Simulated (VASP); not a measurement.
Data:

```
CELL_PARAMETERS angstrom
      0.00000     2.99160     2.99160
      2.99160     0.00000     2.99160
      2.99160     2.99160     0.00000
ATOMIC_POSITIONS crystal
  Sn 0.00000 0.00000 0.00000
  Te 0.50000 0.50000 0.50000
```

All values below come from PBEsol GGA, VASP's PBE PAW potentials (set 64) (plane waves; VASP). Settings: 400 eV cut-off, 7×7×7 Γ-centred mesh, Gaussian smearing of 0.050 eV, potentials Sn_d Te.

Energy and stress use the plane-wave basis of the starting cell.

Question: The ions, cell shape and volume are relaxed. What does this cell relax into?

Answer: 
```
CELL_PARAMETERS angstrom
      0.00000     3.13928     3.13928
      3.13928     0.00000     3.13928
      3.13928     3.13928     0.00000
ATOMIC_POSITIONS crystal
  Sn 0.00000 0.00000 0.00000
  Te 0.50000 0.50000 0.50000
```
Space group Fm-3m (225), at a tolerance of 0.03 Å.

Question: How do energy and volume change from the first to the last step?

Answer: The energy (σ→0) changes by -111.1 meV/atom and the volume by +15.6 %, in 3 ionic steps.

The structure was generated: SnTe was put into the rock salt type (Fm-3m), which need not be its known phase. This run relaxes it. Symmetry was kept, so distortions that lower it aren't found.
